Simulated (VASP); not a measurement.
Here is a VASP 6.6.1 calculation.

Contents of INCAR:

```
SYSTEM = LiV3
ALGO = Normal
EDIFF = 1E-6
EDIFFG = -0.02
ENCUT = 600
GGA = PE
IBRION = 2
ISIF = 3
ISMEAR = 1
ISPIN = 2
LASPH = .TRUE.
LCHARG = .FALSE.
LMAXMIX = 4
LORBIT = 11
LREAL = .FALSE.
LWAVE = .FALSE.
MAGMOM = 0 2 2 2
NELM = 100
NSW = 40
PREC = Accurate
SIGMA = 0.1
```

File KPOINTS:

```
k-points
0
G
  7 7 7
  0 0 0
```

Contents of POSCAR:

```
LiV3
1.0
    3.7359381200      0.0000000000      0.0000000000
    0.0000000000      3.7359381200      0.0000000000
    0.0000000000      0.0000000000      3.7359381200
Li V
1 3
Direct
    0.0000000000      0.0000000000      0.0000000000
    0.5000000000      0.5000000000      0.0000000000
    0.5000000000      0.0000000000      0.5000000000
    0.0000000000      0.5000000000      0.5000000000
```

Potentials or basis: VASP PAW PBE potentials, release 64 (Li_sv, V_sv).

Command:

```bash
$ cat potpaw_PBE.64/Li_sv/POTCAR potpaw_PBE.64/V_sv/POTCAR > POTCAR
$ mpirun -np 1 vasp_std > vasp.out
```

(1) What does it give for the site moments?

(2) Estimate the relaxed cell.

(3) What does it give for the relaxed volume?

Answers

(1) Li +0.00; V +0.33 μB.

(2) a = 3.761 Å, b = 3.761 Å, c = 3.761 Å, α = 90.00°, β = 90.00°, γ = 90.00°.

(3) 13.30 Å³/atom.

Caveat: the cutoff is under 1.25 times the usual one of these potentials, so pressure, stress and relaxed cells hold a basis-set (Pulay) error.
